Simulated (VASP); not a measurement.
Crystal: SbW2.

```
CELL_PARAMETERS angstrom
0.00000 3.13301 3.13301
3.13301 0.00000 3.13301
3.13301 3.13301 0.00000
ATOMIC_POSITIONS crystal
Sb 0.50000 0.50000 0.50000
W 0.25000 0.25000 0.25000
W 0.75000 0.75000 0.75000
```

The cell was built by a generator and needn't be a form met in nature.

```yaml
Program: VASP 6.6.1
Task: relaxation of cell and atoms
Functional: AM05
Potentials_or_basis: VASP PAW PBE potentials, release 64 (Sb, W_sv)
Cutoff: 600 eV
k_mesh: 7 × 7 × 7
Occupations: fermi-dirac, width 0.05 eV
Spin: no spin polarisation
```

At the start: pressure -6.1 GPa; volume 20.50 Å³/atom.

Problem. Where does the relaxation end?

Solution. Over 3 steps the energy falls by 13.8 meV/atom and the volume is 19.81 Å³/atom (-3.4 %); space group Fm-3m (No. 225, to 0.05 Å).

The path:
```tsv
step	energy change (eV)	largest force (eV/Å)	pressure (GPa)	volume (Å³)
1	0.0000	0.0000	-6.09	61.51
2	0.1964	0.0000	18.16	54.83
3	-0.0414	0.0000	-0.12	59.43
```

Final structure:
```yaml
crystal:
  lattice:
    - [0.00000, 3.09738, 3.09738]
    - [3.09738, 0.00000, 3.09738]
    - [3.09738, 3.09738, 0.00000]
  atoms:
    - { symbol: Sb, position: [0.50000, 0.50000, 0.50000] }
    - { symbol: W, position: [0.25000, 0.25000, 0.25000] }
    - { symbol: W, position: [0.75000, 0.75000, 0.75000] }
```

Caveat: the PAW data sets were made with another functional, which shifts forces and pressure a little.
